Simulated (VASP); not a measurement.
Energy against volume of Na2S (antifluorite). Method: LDA (Ceperley-Alder, Perdew-Zunger), VASP's LDA PAW potentials (set 64) (plane waves; VASP). Settings: 520 eV cut-off, 6×6×6 Γ-centred mesh, Gaussian smearing of 0.050 eV, potentials Na_pv S.

| V (Å³/atom) | E (eV/atom) |
|---|---|
| 20.337 | -3.62721 |
| 20.986 | -3.63482 |
| 21.635 | -3.63755 |
| 22.284 | -3.63610 |

Question: Fit these four points and predict the energy of the run at 22.933 Å³/atom.

Answer: A cubic in V^(−2/3), the third-order Birch-Murnaghan form, passes through the four points with V0 = 21.72 Å³/atom and B0 = 34 GPa, and gives -3.6311 eV/atom there. The run gave -3.6311 eV/atom, -0.0 meV/atom from the fit; all five points give B0 = 34 GPa.

The compound is Na2S in the antifluorite structure. It was relaxed first, which changed the volume by -7 %.
